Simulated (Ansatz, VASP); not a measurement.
## BN in two plane-wave programs

One calculation is typed for both programs; each brings its own data sets. How far apart do they land? The cell is taken from a series of runs on this material, whose earlier steps may have relaxed, scaled, displaced or heated it; both programs get it as it stands.

Program: Ansatz 0.2.0. Level of theory: plane waves, with VASP 6.6.1 beside it; LDA. Results are calculated unless marked as measured.

## 1. Set-up

It takes space group P6_3/mmc (No. 194, hexagonal). The conventional cell has a = 2.490 Å, b = 2.490 Å, c = 6.473 Å, α = 90.00°, β = 90.00°, γ = 120.00°. Nearest to B lie 3 N at 1.44 Å. Nearest to N lie 3 B at 1.44 Å. Farther neighbours and most contacts between anions are not listed.

## 2. VASP: zone-centre phonons, LDA

Second derivatives magnify differences that forces hide, and they need a tight electronic threshold.

Lines of VASP's logs that name or quote its potential files are left out, and so is its time.

Contents of INCAR:

```
SYSTEM = BN
PREC = Accurate
ENCUT = 600
EDIFF = 1E-08
NELM = 120
ISMEAR = 0
SIGMA = 0.01
LREAL = .FALSE.
ALGO = Normal
GGA = PW92
NBANDS = 14
LORBIT = 11
LWAVE = .FALSE.
LCHARG = .FALSE.
ISIF = 2
IBRION = 8
LEPSILON = .TRUE.
LASPH = .TRUE.
GGA_COMPAT = .FALSE.
EFERMI = MIDGAP
```

Contents of POSCAR:

```
BN
1.0
    2.4903744929      0.0000000000      0.0000000000
   -1.2451872467      2.1567275757      0.0000000000
    0.0000000000      0.0000000000      6.4732258006
B N
2 2
Direct
    0.3333333333      0.6666666667      0.2500000000
    0.6666666667      0.3333333333      0.7500000000
    0.3333333333      0.6666666667      0.7500000000
    0.6666666667      0.3333333333      0.2500000000
```

Contents of KPOINTS:

```
Automatic mesh
0
Gamma
9 9 4
0 0 0
```

The projector-augmented-wave data sets are B and N (LDA family, release 64).

On the command line:

```
> export OMP_NUM_THREADS=3
> mpirun -np 1 vasp_std
```

Output:

```text
[banner, memory and clock lines left out]
running    1 mpi-ranks, on    1 nodes
 distrk:  each k-point on    1 cores,    1 groups
 distr:  one band on    1 cores,    1 groups
 Offloading initialized ...    1 GPUs detected
 POSCAR found type information on POSCAR B N
 POSCAR found :  2 types and       4 ions
|                                                                             |
|               ----> ADVICE to this user running VASP <----                  |
|                                                                             |
|     You enforced a specific xc type in the INCAR file but a different       |
|     [... a line on the potential file left out ...]
|     I HOPE YOU KNOW WHAT YOU ARE DOING!                                     |
|                                                                             |

 LDA part: xc-table for (Slater(with rela. corr.)+PW92), standard interpolation
 POSCAR, INCAR and KPOINTS ok, starting setup
 FFT: planning ... GRIDC
 FFT: planning ... GRID_SOFT
 FFT: planning ... GRID
 WAVECAR not read
 entering main loop
       N       E                     dE             d eps       ncg     rms          rms(c)
DAV:   1     0.588663659010E+02    0.58866E+02   -0.89971E+03  1008   0.120E+03
DAV:   2    -0.389226608964E+02   -0.97789E+02   -0.88898E+02  1442   0.239E+02
DAV:   3    -0.426691175828E+02   -0.37465E+01   -0.37183E+01  1326   0.468E+01
DAV:   4    -0.426939997451E+02   -0.24882E-01   -0.24870E-01  1152   0.447E+00
DAV:   5    -0.426942582174E+02   -0.25847E-03   -0.25846E-03  1374   0.431E-01    0.112E+01
DAV:   6    -0.391160166798E+02    0.35782E+01   -0.70382E+00  1152   0.208E+01    0.486E+00
DAV:   7    -0.387508039817E+02    0.36521E+00   -0.51467E-01  1260   0.546E+00    0.296E+00
DAV:   8    -0.386344104849E+02    0.11639E+00   -0.30570E-01  1212   0.391E+00    0.435E-01
DAV:   9    -0.386298712165E+02    0.45393E-02   -0.15884E-02  1170   0.101E+00    0.181E-01
DAV:  10    -0.386298444298E+02    0.26787E-04   -0.73066E-04  1212   0.219E-01    0.246E-02
DAV:  11    -0.386298579474E+02   -0.13518E-04   -0.28142E-05  1188   0.468E-02    0.179E-02
DAV:  12    -0.386298575065E+02    0.44091E-06   -0.65342E-06  1146   0.199E-02    0.123E-03
DAV:  13    -0.386298574884E+02    0.18109E-07   -0.34005E-07  1272   0.431E-03    0.480E-04
DAV:  14    -0.386298574937E+02   -0.52613E-08   -0.33894E-09   864   0.501E-04
   1 F= -.38629857E+02 E0= -.38629857E+02  d E =0.000000E+00
 Linear response reoptimize wavefunctions to high precision
DAV:   1    -0.386298574937E+02   -0.27114E-10   -0.46289E-10   876   0.191E-04
 Linear response G [H, r] |phi>, progress :
  Direction:   1
       N       E                     dE             d eps       ncg     rms
RMM:   1    -0.578383104355E+02   -0.57838E+02    0.46611E+01  2120   0.678E+01
RMM:   2    -0.573812332825E+02    0.45708E+00   -0.25463E+00  1671   0.132E+01
RMM:   3    -0.574023382081E+02   -0.21105E-01   -0.22871E-02  1839   0.111E+00
RMM:   4    -0.574030048886E+02   -0.66668E-03   -0.27244E-04  1871   0.132E-01
RMM:   5    -0.574030202417E+02   -0.15353E-04   -0.79456E-06  1883   0.193E-02
RMM:   6    -0.574030209778E+02   -0.73610E-06   -0.27359E-07  1845   0.293E-03
RMM:   7    -0.574030209951E+02   -0.17291E-07   -0.12367E-07  1715   0.673E-04
RMM:   8    -0.574030209927E+02    0.24087E-08   -0.80453E-08  1334   0.323E-04
 Linear response G [H, r] |phi>, progress :
  Direction:   2
       N       E                     dE             d eps       ncg     rms
RMM:   1    -0.614087441553E+02   -0.61409E+02   -0.19552E+01  2044   0.643E+01
RMM:   2    -0.608918395487E+02    0.51690E+00   -0.17581E+00  1695   0.109E+01
RMM:   3    -0.609067116216E+02   -0.14872E-01   -0.17388E-02  1799   0.897E-01
RMM:   4    -0.609070292522E+02   -0.31763E-03   -0.20564E-04  1845   0.104E-01
RMM:   5    -0.609070353620E+02   -0.61098E-05   -0.61271E-06  1862   0.142E-02
RMM:   6    -0.609070355932E+02   -0.23121E-06   -0.51307E-07  1841   0.202E-03
RMM:   7    -0.609070355996E+02   -0.63805E-08   -0.42808E-07  1644   0.467E-04
RMM:   8    -0.609070355982E+02    0.14061E-08   -0.37810E-07  1276   0.258E-04
RMM:   9    -0.609070355990E+02   -0.83194E-09   -0.20822E-07  1179   0.241E-04
RMM:  10    -0.609070356004E+02   -0.14041E-08    0.12083E-06  1078   0.240E-04
RMM:  11    -0.609070356007E+02   -0.23818E-09    0.22963E-06  1065   0.241E-04
 Linear response G [H, r] |phi>, progress :
  Direction:   3
       N       E                     dE             d eps       ncg     rms
RMM:   1    -0.562739882317E+02   -0.56274E+02    0.10481E+02  1873   0.778E+01
RMM:   2    -0.586708483409E+02   -0.23969E+01   -0.18826E+00  1581   0.956E+00
RMM:   3    -0.586965663291E+02   -0.25718E-01   -0.38324E-02  1707   0.116E+00
RMM:   4    -0.586969649597E+02   -0.39863E-03   -0.58064E-04  1745   0.137E-01
[...]
Direction:   3
       N       E                     dE             d eps       ncg     rms          rms(c)
RMM:   1    -0.211250295262E+00   -0.21125E+00   -0.55561E-01  1930   0.237E+00
RMM:   2    -0.214575194441E+00   -0.33249E-02   -0.28220E-03  1637   0.339E-01
RMM:   3    -0.214598986267E+00   -0.23792E-04   -0.25432E-05  1681   0.233E-02
RMM:   4    -0.214599296447E+00   -0.31018E-06   -0.27748E-07  1642   0.250E-03
[...]
RMM:   3    -0.189712696154E+00    0.24862E-01   -0.19071E-02  1484   0.833E-01    0.339E-01
RMM:   4    -0.190449502069E+00   -0.73681E-03   -0.17888E-02  1599   0.779E-01    0.957E-02
RMM:   5    -0.193257604773E+00   -0.28081E-02   -0.40282E-04  1645   0.123E-01    0.877E-03
RMM:   6    -0.193388475101E+00   -0.13087E-03   -0.17447E-05  1711   0.188E-02    0.425E-03
RMM:   7    -0.193472289035E+00   -0.83814E-04   -0.69421E-07  1672   0.446E-03    0.104E-03
RMM:   8    -0.193481811127E+00   -0.95221E-05   -0.91214E-08  1688   0.160E-03    0.300E-04
RMM:   9    -0.193479312916E+00    0.24982E-05   -0.58400E-09  1652   0.448E-04    0.189E-05
RMM:  10    -0.193479486937E+00   -0.17402E-06   -0.23679E-10  1149   0.597E-05    0.892E-06
 change of polarisation eV/A/(eV/A) component  3 :    -0.028    -0.034     0.360
 dielectric tensor                  component  3 :    -0.145    -0.179     2.873
 Linear response DOF=            4
 Linear response progress:
  Degree of freedom:   1/  4
       N       E                     dE             d eps       ncg     rms          rms(c)
RMM:   1    -0.557579801024E-01   -0.55758E-01   -0.65913E-02  7859   0.157E+00
RMM:   2    -0.422537893519E-01    0.13504E-01   -0.21944E-03  5600   0.323E-01    0.221E-01
RMM:   3    -0.418177760813E-01    0.43601E-03    0.37842E-04  5579   0.139E-01    0.120E-01
RMM:   4    -0.421498505344E-01   -0.33207E-03    0.28446E-04  5430   0.143E-01    0.137E-02
RMM:   5    -0.422236982535E-01   -0.73848E-04   -0.25044E-05  5918   0.174E-02    0.144E-03
RMM:   6    -0.422224535058E-01    0.12447E-05   -0.40044E-06  6027   0.156E-03    0.711E-04
RMM:   7    -0.422177465054E-01    0.47070E-05   -0.12648E-05  5819   0.922E-04    0.841E-05
RMM:   8    -0.422181642183E-01   -0.41771E-06    0.35990E-06  6133   0.167E-04    0.354E-05
RMM:   9    -0.422181071139E-01    0.57104E-07    0.25311E-07  6213   0.380E-05    0.682E-06
RMM:  10    -0.422181207112E-01   -0.13597E-07   -0.13634E-07  6182   0.160E-05    0.121E-06
RMM:  11    -0.422181144837E-01    0.62275E-08   -0.23210E-07  5359   0.735E-06    0.224E-07
RMM:  12    -0.422181138637E-01    0.61996E-09   -0.20397E-07  3838   0.584E-06    0.103E-07
RMM:  13    -0.422181142702E-01   -0.40651E-09   -0.31790E-07  3269   0.567E-06    0.640E-08
 first order change of Fermi-energy   0.22900E-04
 force on displaced ion       1 direction 1 : -42.651   0.008   0.000
 Born effective charge ion    1 direction 1 :   2.705   0.000   0.000
 Linear response progress:
  Degree of freedom:   2/  4
       N       E                     dE             d eps       ncg     rms          rms(c)
RMM:   1    -0.474446791150E-01   -0.47445E-01    0.43128E-02  2454   0.128E+00
RMM:   2    -0.476931513516E-01   -0.24847E-03   -0.60655E-04  1904   0.165E-01    0.146E-01
RMM:   3    -0.474598729023E-01    0.23328E-03   -0.22699E-04  1864   0.493E-02    0.865E-02
RMM:   4    -0.474122298239E-01    0.47643E-04   -0.38037E-04  1881   0.513E-02    0.760E-03
RMM:   5    -0.473282498706E-01    0.83980E-04   -0.82472E-05  1994   0.128E-02    0.163E-03
RMM:   6    -0.473110190381E-01    0.17231E-04   -0.23969E-06  2094   0.214E-03    0.566E-04
RMM:   7    -0.473089157168E-01    0.21033E-05    0.14413E-06  2107   0.542E-04    0.162E-04
RMM:   8    -0.473091810472E-01   -0.26533E-06   -0.12695E-06  2086   0.194E-04    0.342E-05
RMM:   9    -0.473092499115E-01   -0.68864E-07   -0.23434E-08  2107   0.502E-05    0.994E-06
RMM:  10    -0.473092520264E-01   -0.21149E-08   -0.74523E-08  2195   0.212E-05    0.201E-06
 first order change of Fermi-energy   0.22700E-03
 force on displaced ion       1 direction 3 :   0.000  -0.000 -13.801
 Born effective charge ion    1 direction 3 :  -0.000   0.000   0.817
 Linear response progress:
  Degree of freedom:   3/  4
       N       E                     dE             d eps       ncg     rms          rms(c)
RMM:   1    -0.238936029358E+00   -0.23894E+00    0.12987E-01  6548   0.334E+00
RMM:   2    -0.229807756498E+00    0.91283E-02   -0.35805E-03  5609   0.483E-01    0.283E-01
RMM:   3    -0.230626567704E+00   -0.81881E-03   -0.10867E-03  5293   0.222E-01    0.151E-01
RMM:   4    -0.232998017278E+00   -0.23714E-02   -0.10385E-03  5027   0.213E-01    0.254E-02
RMM:   5    -0.233012724374E+00   -0.14707E-04   -0.18854E-05  6155   0.353E-02    0.170E-03
RMM:   6    -0.233020147285E+00   -0.74229E-05    0.31951E-06  6200   0.303E-03    0.966E-04
RMM:   7    -0.233014523916E+00    0.56234E-05    0.15410E-05  6128   0.700E-04    0.127E-04
RMM:   8    -0.233017130837E+00   -0.26069E-05   -0.83929E-07  5904   0.226E-04    0.236E-05
RMM:   9    -0.233017285197E+00   -0.15436E-06    0.21863E-06  6367   0.602E-05    0.354E-06
RMM:  10    -0.233017223944E+00    0.61253E-07    0.56614E-07  6156   0.202E-05    0.110E-06
RMM:  11    -0.233017230419E+00   -0.64751E-08    0.35237E-07  5280   0.142E-05    0.291E-07
RMM:  12    -0.233017231160E+00   -0.74037E-09    0.46137E-07  4200   0.133E-05    0.956E-08
 first order change of Fermi-energy   0.17034E-03
 force on displaced ion       3 direction 1 : -42.728   0.004   0.000
 Born effective charge ion    3 direction 1 :  -2.706   0.001   0.000
 Linear response progress:
  Degree of freedom:   4/  4
       N       E                     dE             d eps       ncg     rms          rms(c)
RMM:   1    -0.263553397960E+00   -0.26355E+00    0.15343E-01  2189   0.296E+00
RMM:   2    -0.263901946814E+00   -0.34855E-03   -0.12598E-03  1886   0.259E-01    0.196E-01
RMM:   3    -0.264063162140E+00   -0.16122E-03   -0.15653E-03  1789   0.226E-01    0.868E-02
RMM:   4    -0.265081513188E+00   -0.10184E-02   -0.69203E-04  1832   0.150E-01    0.145E-02
RMM:   5    -0.265105845254E+00   -0.24332E-04   -0.19390E-05  2030   0.245E-02    0.312E-03
RMM:   6    -0.265137226095E+00   -0.31381E-04    0.93369E-08  2053   0.511E-03    0.105E-03
RMM:   7    -0.265119858191E+00    0.17368E-04   -0.23362E-07  1876   0.202E-03    0.129E-04
RMM:   8    -0.265119690846E+00    0.16735E-06   -0.38884E-09  2155   0.303E-04    0.204E-05
RMM:   9    -0.265120021690E+00   -0.33084E-06    0.42598E-08  2024   0.438E-05    0.960E-06
RMM:  10    -0.265120107962E+00   -0.86271E-07   -0.10276E-08  2183   0.194E-05    0.900E-07
RMM:  11    -0.265120102622E+00    0.53394E-08   -0.47692E-09  1593   0.960E-06    0.401E-07
 first order change of Fermi-energy   0.15032E-04
 force on displaced ion       3 direction 3 :   0.000  -0.000 -14.002
 Born effective charge ion    3 direction 3 :   0.000  -0.000  -0.816
 Born effective charges drift removed
 Linear response finished
```

(Part 1 of 3 ends here.)

[Lines on the potential files, build, host, timing and source positions are cut from VASP's logs without a mark.]

[Logs are printed without paths, hosts, clocks, repeated set-up lines and the standing remarks that a program may print on its own settings, such as how far it seeks lower states.]

[Hosts, paths, dates, database ids (printed as entryN), source tags and the programs' standing remarks are cut or masked in the printed files.]
